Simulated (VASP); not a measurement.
A run of VASP 6.6.1 is set up as follows.

The input INCAR:

```
SYSTEM = NiMoIrPdW
ALGO = Normal ; EDIFF = 1E-7
EDIFFG = -0.01 ; ENCUT = 600
GGA = RE ; IBRION = 2
ISIF = 3 ; ISMEAR = -1
ISPIN = 2 ; KPAR = 4
LASPH = .TRUE. ; LCHARG = .FALSE.
LMAXMIX = 4 ; LORBIT = 11
LREAL = .FALSE. ; LWAVE = .FALSE.
MAGMOM = 1 1 1 1 0 0 0.6 0.6 0 0 ; NELM = 120
NSW = 60 ; PREC = Accurate
SIGMA = 0.05
```

KPOINTS

```
k-points
0
G
  11 11 2
  0 0 0
```

POSCAR

```
NiMoIrPdW
1.0
    2.7708100000      0.0000000000      0.0000000000
   -1.3854000000      2.3995900000      0.0000000000
    0.0000000000      0.0000000000     22.0199100000
Ni Mo Pd Ir W
2 2 2 2 2
Direct
    0.3333300000      0.6666700000      0.8508100000
    0.6666700000      0.3333300000      0.1491900000
    0.6666700000      0.3333300000      0.7605900000
    0.3333300000      0.6666700000      0.2394100000
    0.3333300000      0.6666700000      0.0532900000
    0.6666700000      0.3333300000      0.9467100000
    0.3333300000      0.6666700000      0.6582600000
    0.6666700000      0.3333300000      0.3417400000
    0.3333300000      0.6666700000      0.4441800000
    0.6666700000      0.3333300000      0.5558200000
```

Potentials or basis: VASP PAW PBE potentials, release 64 (Ni, Mo_sv, Pd, Ir, W_sv).

Command:

```sh
$ cat potpaw_PBE.64/Ni/POTCAR potpaw_PBE.64/Mo_sv/POTCAR potpaw_PBE.64/Pd/POTCAR potpaw_PBE.64/Ir/POTCAR potpaw_PBE.64/W_sv/POTCAR > POTCAR
$ mpirun -np 4 vasp_std > vasp.out
```

Problem. What does it give for the relaxed volume?

Solution. 14.84 Å³/atom.

Problem. What does it give for the space group after relaxing (to 0.05 Å)?

Solution. P-3m1 (No. 164).

Problem. What does it give for the relaxed cell?

Solution. a = 2.786 Å, b = 2.786 Å, c = 22.090 Å, α = 90.00°, β = 90.00°, γ = 120.00°.

Final structure:
```
CELL_PARAMETERS angstrom
2.78556 -0.00001 0.00000
-1.39278 2.41236 0.00000
0.00000 0.00000 22.09014
ATOMIC_POSITIONS crystal
Ni 0.33333 0.66667 0.85048
Ni 0.66667 0.33333 0.14952
Mo 0.66667 0.33333 0.75986
Mo 0.33333 0.66667 0.24014
Pd 0.33333 0.66667 0.05340
Pd 0.66667 0.33333 0.94660
Ir 0.33333 0.66666 0.65784
Ir 0.66667 0.33334 0.34216
W 0.33333 0.66667 0.44414
W 0.66667 0.33333 0.55586
```

Caveat: the PAW data sets were made with another functional, which shifts forces and pressure a little. The run has no spin-orbit coupling, so splittings on Ir, W are missing.
